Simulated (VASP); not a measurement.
Here is the system:

```
CELL_PARAMETERS angstrom
      3.49571     0.00000     0.00000
     -1.74785     3.02737     0.00000
      0.00000     0.00000    14.04981
ATOMIC_POSITIONS crystal
  Te 0.33333 0.66667 0.87931
  Te 0.66667 0.33333 0.12069
  Te 0.66667 0.33333 0.37931
  Te 0.33333 0.66667 0.62069
  W  0.33333 0.66667 0.25000
  W  0.66667 0.33333 0.75000
```

These are PBEsol GGA, VASP's PBE PAW potentials (set 64) (plane waves; VASP) values and carry that method's errors. Settings: 400 eV cut-off, 8×8×2 Γ-centred mesh, tetrahedra with Blöchl corrections, potentials Te W_sv.

The cores are frozen, which limits the accuracy of field gradients. Without a dispersion term in the relaxation, distances and binding between the weakly bound layers, chains or molecules are unreliable, and so is what depends on them.

### Question
Give the principal components of the electric field gradient (V/Å²) and the asymmetry η at each nucleus.

### Answer

```tsv
atom	Vxx	Vyy	Vzz	η
Te1	72.8	72.8	-145.6	0.00
Te2	72.8	72.8	-145.6	0.00
Te3	72.8	72.8	-145.6	0.00
Te4	72.8	72.8	-145.6	0.00
W5	81.0	81.0	-162.1	0.00
W6	81.0	81.0	-162.1	0.00
```

The structure comes from a computed database's Te2W entry (P6_3/mmc); how it stands against other phases isn't given here. It was relaxed first, which changed the volume by -9 %.
